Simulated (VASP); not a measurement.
# Band edges against the vacuum: CdTe(110), part 2 of 3

Where do the bulk band edges lie against the vacuum outside CdTe(110)?

VASP 6.6.1; PBE; plane waves and PAW (Cd, Te).

So far, gap on the k-mesh (eV): step 4 (band edges of the bulk) 0.588.

### Step 5. Relaxing the slab

System of this step: CdTe(110). The cell holds 18 atoms: 9 Cd and 9 Te. Its edges and angles: a = 4.674 Å, b = 6.610 Å, c = 34.696 Å, α = 90.0°, β = 90.0°, γ = 90.0°. It derives from CdTe. 9 layers, cut at this functional's lattice. Vacuum lies along c.

All atoms relax at the fixed cell.

The input, INCAR:

```
SYSTEM = CdTe
PREC = Normal
ENCUT = 320
EDIFF = 1E-05
NELM = 120
ISMEAR = 0
SIGMA = 0.03
LREAL = Auto
ALGO = Fast
GGA = PE
NBANDS = 100
LORBIT = 11
LWAVE = .FALSE.
LCHARG = .FALSE.
KPAR = 2
NCORE = 2
IBRION = 2
NSW = 60
ISIF = 2
EDIFFG = -0.03
POTIM = 0.4
MAXMIX = 40
IDIPOL = 3
LDIPOL = .TRUE.
DIPOL = 0.5 0.5 0.5
```

The input, POSCAR:

```
CdTe
1.0
    4.6740784271      0.0000000000      0.0000000000
    0.0000000000      6.6101451032      0.0000000000
    0.0000000000      0.0000000000     34.6963137084
Cd Te
9 9
Direct
    0.0000000000      0.0000000000      0.2305720400
    0.5000000000      0.5000000000      0.2979290300
    0.0000000000      0.0000000000      0.3652860200
    0.5000000000      0.5000000000      0.4326430100
    0.0000000000      0.0000000000      0.5000000000
    0.5000000000      0.5000000000      0.5673569900
    0.0000000000      0.0000000000      0.6347139800
    0.5000000000      0.5000000000      0.7020709700
    0.0000000000      0.0000000000      0.7694279600
    0.0000000000      0.7500000000      0.2979290300
    0.5000000000      0.2500000000      0.2305720400
    0.0000000000      0.7500000000      0.4326430100
    0.5000000000      0.2500000000      0.3652860200
    0.0000000000      0.7500000000      0.5673569900
    0.5000000000      0.2500000000      0.5000000000
    0.0000000000      0.7500000000      0.7020709700
    0.5000000000      0.2500000000      0.6347139800
    0.5000000000      0.2500000000      0.7694279600
```

The input, KPOINTS:

```
Automatic mesh
0
Gamma
5 4 1
0 0 0
```

PAW data sets: Cd and Te (PBE family, release 64).

Launch:

```bash
$ mpirun -np 4 vasp_std
```

The log of the run:

```text
[banner, memory and clock lines left out]
running    4 mpi-ranks, on    1 nodes
 distrk:  each k-point on    2 cores,    2 groups
 distr:  one band on    2 cores,    1 groups

 POSCAR found type information on POSCAR CdTe
 POSCAR found :  2 types and      18 ions
 LDA part: xc-table for (Slater+PW92), standard interpolation
 POSCAR, INCAR and KPOINTS ok, starting setup
 FFT: planning ... GRIDC
 FFT: planning ... GRID_SOFT
 FFT: planning ... GRID
 WAVECAR not read
 entering main loop
       N       E                     dE             d eps       ncg     rms          rms(c)
DAV:   1     0.939464682205E+03    0.93946E+03   -0.51013E+04  1832   0.894E+02
DAV:   2     0.276519051427E+02   -0.91181E+03   -0.88025E+03  2100   0.255E+02
DAV:   3    -0.422801029364E+02   -0.69932E+02   -0.69351E+02  2012   0.706E+01
DAV:   4    -0.443083853734E+02   -0.20283E+01   -0.20238E+01  2224   0.110E+01
DAV:   5    -0.443599335376E+02   -0.51548E-01   -0.51534E-01  2140   0.186E+00    0.152E+01
RMM:   6    -0.418629306000E+02    0.24970E+01   -0.50664E+00  1800   0.599E+00    0.122E+01
RMM:   7    -0.416819401447E+02    0.18099E+00   -0.30180E+00  1800   0.317E+00    0.262E+00
RMM:   8    -0.416402711172E+02    0.41669E-01   -0.19428E-01  1800   0.122E+00    0.122E+00
RMM:   9    -0.416349618213E+02    0.53093E-02   -0.63918E-02  1800   0.520E-01    0.567E-01
RMM:  10    -0.416361814820E+02   -0.12197E-02   -0.73626E-03  1868   0.271E-01    0.166E-01
RMM:  11    -0.416370537788E+02   -0.87230E-03   -0.16286E-03  1878   0.908E-02    0.876E-02
RMM:  12    -0.416376835721E+02   -0.62979E-03   -0.51566E-04  1811   0.668E-02    0.451E-02
RMM:  13    -0.416378391603E+02   -0.15559E-03   -0.13548E-04  1454   0.257E-02    0.408E-02
RMM:  14    -0.416377722992E+02    0.66861E-04   -0.19071E-05  1163   0.110E-02    0.546E-02
RMM:  15    -0.416380787675E+02   -0.30647E-03   -0.65845E-05  1299   0.154E-02    0.145E-02
RMM:  16    -0.416381300190E+02   -0.51251E-04   -0.75828E-06  1103   0.604E-03    0.840E-03
RMM:  17    -0.416381713818E+02   -0.41363E-04   -0.46740E-06  1049   0.415E-03    0.211E-03
RMM:  18    -0.416381801513E+02   -0.87695E-05   -0.89678E-07   543   0.210E-03
   1 F= -.41638180E+02 E0= -.41638180E+02  d E =-.416382E+02
 curvature:   0.00 expect dE= 0.000E+00 dE for cont linesearch  0.000E+00
 trial: gam= 0.00000 g(F)=  0.130E+00 g(S)=  0.000E+00 ort = 0.000E+00 (trialstep = 0.100E+01)
 search vector abs. value=  0.130E+00
 bond charge predicted
       N       E                     dE             d eps       ncg     rms          rms(c)
DAV:   1    -0.417371380358E+02   -0.98967E-01   -0.32137E+01  1944   0.139E+01    0.803E-01
RMM:   2    -0.417532643562E+02   -0.16126E-01   -0.20561E-01  1800   0.132E+00    0.480E-01
RMM:   3    -0.417563616629E+02   -0.30973E-02   -0.31252E-02  1801   0.568E-01    0.261E-01
RMM:   4    -0.417570470943E+02   -0.68543E-03   -0.51197E-03  1818   0.219E-01    0.137E-01
RMM:   5    -0.417574806478E+02   -0.43355E-03   -0.15121E-03  1824   0.107E-01    0.944E-02
RMM:   6    -0.417573575044E+02    0.12314E-03   -0.38984E-04  1816   0.568E-02    0.495E-02
RMM:   7    -0.417575167787E+02   -0.15927E-03   -0.92992E-05  1537   0.260E-02    0.232E-02
RMM:   8    -0.417575107549E+02    0.60238E-05   -0.19442E-05  1128   0.114E-02
   2 F= -.41757511E+02 E0= -.41757511E+02  d E =-.119331E+00
[... from here on, the cycles between the ionic steps are left out ...]
   3 F= -.42002552E+02 E0= -.42002552E+02  d E =-.364372E+00
   4 F= -.42047519E+02 E0= -.42047519E+02  d E =-.409339E+00
   5 F= -.42090541E+02 E0= -.42090541E+02  d E =-.452360E+00
   6 F= -.42246706E+02 E0= -.42246706E+02  d E =-.156165E+00
   7 F= -.42412964E+02 E0= -.42412964E+02  d E =-.322423E+00
   8 F= -.42459012E+02 E0= -.42459012E+02  d E =-.460476E-01
   9 F= -.42459120E+02 E0= -.42459120E+02  d E =-.461563E-01
  10 F= -.42469401E+02 E0= -.42469401E+02  d E =-.102806E-01
  11 F= -.42471416E+02 E0= -.42471416E+02  d E =-.122957E-01
  12 F= -.42477703E+02 E0= -.42477703E+02  d E =-.628642E-02
  13 F= -.42479055E+02 E0= -.42479055E+02  d E =-.763887E-02
  14 F= -.42478983E+02 E0= -.42478983E+02  d E =-.756683E-02
  15 F= -.42479443E+02 E0= -.42479443E+02  d E =-.802717E-02
  16 F= -.42479365E+02 E0= -.42479365E+02  d E =-.794844E-02
  17 F= -.42479439E+02 E0= -.42479439E+02  d E =-.802250E-02
  18 F= -.42482667E+02 E0= -.42482667E+02  d E =-.322793E-02
  19 F= -.42482629E+02 E0= -.42482629E+02  d E =-.318999E-02
  20 F= -.42484304E+02 E0= -.42484304E+02  d E =-.167570E-02
  21 F= -.42484308E+02 E0= -.42484308E+02  d E =-.167917E-02
  22 F= -.42484292E+02 E0= -.42484292E+02  d E =-.166296E-02
  23 F= -.42484291E+02 E0= -.42484291E+02  d E =-.166222E-02
  24 F= -.42485669E+02 E0= -.42485669E+02  d E =-.137816E-02
  25 F= -.42485933E+02 E0= -.42485933E+02  d E =-.164180E-02
  26 F= -.42486014E+02 E0= -.42486014E+02  d E =-.172306E-02
  27 F= -.42485936E+02 E0= -.42485936E+02  d E =-.164484E-02
  28 F= -.42485966E+02 E0= -.42485966E+02  d E =-.167475E-02
  29 F= -.42486876E+02 E0= -.42486876E+02  d E =-.910079E-03
  30 F= -.42486880E+02 E0= -.42486880E+02  d E =-.914279E-03
 curvature:  -5.25 expect dE=-0.102E-02 dE for cont linesearch -0.691E-05
 trial: gam= 0.48353 g(F)=  0.195E-03 g(S)=  0.000E+00 ort =-0.381E-04 (trialstep = 0.398E+01)
 search vector abs. value=  0.416E-03
 bond charge predicted
       N       E                     dE             d eps       ncg     rms          rms(c)
DAV:   1    -0.424865122157E+02    0.36525E-03   -0.97555E-01  1828   0.290E+00    0.172E-01
RMM:   2    -0.424871248427E+02   -0.61263E-03   -0.93219E-03  1800   0.301E-01    0.158E-01
RMM:   3    -0.424871034822E+02    0.21361E-04   -0.12535E-03  1800   0.113E-01    0.130E-01
RMM:   4    -0.424872311635E+02   -0.12768E-03   -0.27436E-04  1803   0.507E-02    0.107E-01
RMM:   5    -0.424873067712E+02   -0.75608E-04   -0.56338E-05  1359   0.234E-02    0.965E-02
RMM:   6    -0.424873266747E+02   -0.19903E-04   -0.14552E-05  1130   0.106E-02    0.833E-02
RMM:   7    -0.424873295777E+02   -0.29030E-05   -0.60301E-06  1072   0.644E-03
  31 F= -.42487330E+02 E0= -.42487330E+02  d E =-.449695E-03
 trial-energy change:   -0.000450  1 .order   -0.000453   -0.000703   -0.000203
 step:   5.6065(harm=  5.6065)  dis= 0.00915  next Energy=   -42.487374 (dE=-0.494E-03)
 reached required accuracy - stopping structural energy minimisation
```

Run time: 9.7 min. Hardware: 4 MPI ranks of Intel Xeon 6975P-C (Granite Rapids), shared host; peak memory 1.3 GiB.

Parts of OUTCAR (step 5):

```text
   k-points           NKPTS =      9   k-points in BZ     NKDIM =      9   number of bands    NBANDS=    100

   ENCUT  =  320.0 eV  23.52 Ry    4.85 a.u.   6.82  9.64 50.61*2*pi/ulx,y,z

   NELECT =     162.0000    total number of electrons

 dipolmoment           0.000000      0.000000      0.000000 electrons x Angstroem

 E-fermi :  -0.7968

 k-point     1 :       0.0000    0.0000    0.0000
  band No.  band energies     occupation
    ...
     77      -1.1690      2.00000
     78      -1.1430      2.00000
     79      -1.0695      2.00000
     80      -1.0137      2.00000
     81      -0.9547      2.00000
     82      -0.0140      0.00000
     83       0.5923      0.00000
     84       1.0783      0.00000
     85       1.4389      0.00000
     86       1.6782      0.00000
    ...

  Total       -1.1381984     -0.7905601     -0.8933727      0.0000000      0.0000000      0.0000000
  in kB       -1.7011329     -1.1815582     -1.3352203      0.0000000      0.0000000      0.0000000
  external PRESSURE =      -1.4059705 kB  Pullay stress =       0.0000000 kB

 POSITION                                       TOTAL-FORCE (eV/Angst)
 -----------------------------------------------------------------------------------
      0.00000      0.39149      8.52092         0.000000     -0.001403     -0.005489
      2.33704      3.18331     10.14827        -0.000000      0.011195      0.014826
      0.00000      6.54810     12.67948         0.000000      0.006597      0.003378
      2.33704      3.24334     14.96238         0.000000     -0.003958      0.012783
      0.00000      6.57742     17.34816         0.000000     -0.022302      0.000000
      2.33704      3.24334     19.73394        -0.000000     -0.003958     -0.012783
      0.00000      6.54810     22.01683         0.000000      0.006597     -0.003378
      2.33704      3.18331     24.54805         0.000000      0.011195     -0.014826
      0.00000      0.39149     26.17539         0.000000     -0.001403      0.005489
      0.00000      4.86373     10.34053        -0.000000      0.003701     -0.015764
      2.33704      1.72282      7.71444         0.000000      0.001222      0.011093
      0.00000      4.90446     15.01263         0.000000      0.000217     -0.005328
      2.33704      1.61329     12.59876         0.000000     -0.008527     -0.014909
      0.00000      4.90446     19.68368         0.000000      0.000217      0.005328
      2.33704      1.62536     17.34816         0.000000      0.004215      0.000000
      0.00000      4.86373     24.35578        -0.000000      0.003701      0.015764
      2.33704      1.61329     22.09755         0.000000     -0.008527      0.014909
      2.33704      1.72282     26.98188         0.000000      0.001222     -0.011093
 -----------------------------------------------------------------------------------
    total drift:                                0.000000      0.078932     -0.000017

  FREE ENERGIE OF THE ION-ELECTRON SYSTEM (eV)
  ---------------------------------------------------
  free  energy   TOTEN  =       -42.4873295777 eV

  energy  without entropy=      -42.4873295777  energy(sigma->0) =      -42.48732958

 vacuum level on the upper side and lower side of the slab         3.916         3.916

[... 1 part as in an earlier step ...]

[... 15 further parts left out ...]
```

CONTCAR:

```
CdTe
   1.00000000000000
     4.6740784271000004    0.0000000000000000    0.0000000000000000
     0.0000000000000000    6.6101451031999998    0.0000000000000000
     0.0000000000000000    0.0000000000000000   34.6963137083999982
  Cd              Te
     9     9
Direct
     0.0000000000000000    0.0592250297569575    0.2455858733531026
     0.5000000000000000    0.4815790022590047    0.2924882986116893
     0.0000000000000000    0.9906130204293856    0.3654418070187399
     0.5000000000000000    0.4906615834205176    0.4312382181015728
     0.0000000000000000    0.9950488611345828    0.5000000000000000
     0.5000000000000000    0.4906615834205176    0.5687617818984273
     0.0000000000000000    0.9906130204293856    0.6345581929812600
     0.5000000000000000    0.4815790022590047    0.7075117013883109
     0.0000000000000000    0.0592250297569575    0.7544141266468972
     0.0000000000000000    0.7357971994147970    0.2980296404302645
     0.5000000000000000    0.2606327474332639    0.2223417031862350
     0.0000000000000000    0.7419593239756040    0.4326866292025380
     0.5000000000000000    0.2440630582387003    0.3631152869941623
     0.0000000000000000    0.7419593239756040    0.5673133707974619
     0.5000000000000000    0.2458892090089551    0.5000000000000000
     0.0000000000000000    0.7357971994147970    0.7019703595697359
     0.5000000000000000    0.2440630582387003    0.6368847130058374
     0.5000000000000000    0.2606327474332639    0.7776582968137650
```

The run keeps the 4 symmetry operations of its start, so it cannot find a distortion of lower symmetry.

Step by step (22 of 31):

| step | energy less that of the first step (eV) | largest force (eV/Å) |
| --- | --- | --- |
| 1 | 0.0000 | 0.9985 |
| 2 | -0.1193 | 0.8838 |
| 4 | -0.4093 | 0.7657 |
| 5 | -0.4524 | 0.5917 |
| 7 | -0.7748 | 0.3354 |
| 8 | -0.8208 | 0.1369 |
| 10 | -0.8312 | 0.0877 |
| 11 | -0.8332 | 0.1117 |
| 12 | -0.8395 | 0.0479 |
| 14 | -0.8408 | 0.1006 |
| 15 | -0.8413 | 0.0635 |
| 17 | -0.8413 | 0.0722 |
| 18 | -0.8445 | 0.0473 |
| 20 | -0.8461 | 0.0380 |
| 21 | -0.8461 | 0.0434 |
| 22 | -0.8461 | 0.0430 |
| 24 | -0.8475 | 0.0329 |
| 25 | -0.8478 | 0.0333 |
| 27 | -0.8478 | 0.0383 |
| 28 | -0.8478 | 0.0423 |
| 30 | -0.8487 | 0.0377 |
| 31 | -0.8492 | 0.0223 |

The atoms that moved most (Å):

| atom | dx | dy | dz | length |
| --- | --- | --- | --- | --- |
| Cd9 | 0.000 | 0.391 | -0.521 | 0.652 |
| Cd1 | 0.000 | 0.391 | 0.521 | 0.652 |
| Te11 | 0.000 | 0.070 | -0.286 | 0.294 |
| Te18 | 0.000 | 0.070 | 0.286 | 0.294 |
| Cd2 | 0.000 | -0.122 | -0.189 | 0.225 |
| Cd8 | 0.000 | -0.122 | 0.189 | 0.225 |
| Te10 | 0.000 | -0.094 | 0.003 | 0.094 |
| Te16 | 0.000 | -0.094 | -0.003 | 0.094 |

The relaxed structure:

```cif
data_structure
_symmetry_space_group_name_H-M 'P 1'
_symmetry_Int_Tables_number 1
_cell_length_a 4.6741
_cell_length_b 6.6101
_cell_length_c 34.6963
_cell_angle_alpha 90.000
_cell_angle_beta 90.000
_cell_angle_gamma 90.000
_cell_volume 1071.99
loop_
_atom_site_label
_atom_site_type_symbol
_atom_site_fract_x
_atom_site_fract_y
_atom_site_fract_z
_atom_site_occupancy
Cd1 Cd 0.00000 0.05923 0.24559 1
Cd2 Cd 0.50000 0.48158 0.29249 1
Cd3 Cd 0.00000 0.99061 0.36544 1
Cd4 Cd 0.50000 0.49066 0.43124 1
Cd5 Cd 0.00000 0.99505 0.50000 1
Cd6 Cd 0.50000 0.49066 0.56876 1
Cd7 Cd 0.00000 0.99061 0.63456 1
Cd8 Cd 0.50000 0.48158 0.70751 1
Cd9 Cd 0.00000 0.05923 0.75441 1
Te10 Te 0.00000 0.73580 0.29803 1
Te11 Te 0.50000 0.26063 0.22234 1
Te12 Te 0.00000 0.74196 0.43269 1
Te13 Te 0.50000 0.24406 0.36312 1
Te14 Te 0.00000 0.74196 0.56731 1
Te15 Te 0.50000 0.24589 0.50000 1
Te16 Te 0.00000 0.73580 0.70197 1
Te17 Te 0.50000 0.24406 0.63688 1
Te18 Te 0.50000 0.26063 0.77766 1
```

Numbers from this step:

```
electronic cycles              : 231
electrons                      : 162
free energy (TOTEN)            : -42.49 eV
Fermi energy                   : -0.7968 eV
dipole moment                  : 0, 0, 0 e·Å
gap on the k-mesh              : 0.9407 eV
least direct gap on the k-mesh : 0.9407 eV
```

The run ended after 31 ionic steps, 0.849 eV below its first step, once the forces on the free atoms met EDIFFG = -0.03.

(Continued in part 3 of 3.)

[Lines on the potential files, build, host, timing and source positions are cut from VASP's logs without a mark.]

[Logs are printed without paths, hosts, clocks, repeated set-up lines and the standing remarks that a program may print on its own settings, such as how far it seeks lower states.]

[Hosts, paths, dates, database ids (printed as entryN), source tags and the programs' standing remarks are cut or masked in the printed files.]

[Runs that stopped without an error message from VASP are left out.]
